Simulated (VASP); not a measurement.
```
AlTi
1.0
    0.00000     3.03480     3.03480
    3.03480     0.00000     3.03480
    3.03480     3.03480     0.00000
Ti Al
1 1
Cartesian
  0.00000   0.00000   0.00000
  3.03480   3.03480   3.03480
```

Level of theory: r2SCAN meta-GGA, VASP's PBE PAW potentials (set 64) (plane waves; VASP). Run with 400 eV cut-off, 9×9×9 Γ-centred mesh, first-order Methfessel-Paxton smearing of 0.10 eV, potentials Ti_sv Al.

Energy and stress use the plane-wave basis of the starting cell.

The ions, cell shape and volume are relaxed. What does this cell relax into?

```
AlTi
1.0
    0.00000     2.63710     2.63710
    2.63710     0.00000     2.63710
    2.63710     2.63710     0.00000
Ti Al
1 1
Cartesian
  0.00000   0.00000   0.00000
  2.63710   2.63710   2.63710
```
Space group Fm-3m (225), at a tolerance of 0.03 Å.

How do energy and volume change from the first to the last step?

The energy (σ→0) changes by -671.6 meV/atom and the volume by -34.4 %, in 3 ionic steps.

The structure was generated: TiAl was put into the rock salt type (Fm-3m), which need not be its known phase. This run relaxes it. Symmetry was kept, so distortions that lower it aren't found. The electron count is odd and the run is not spin-polarised, which forces a metal.
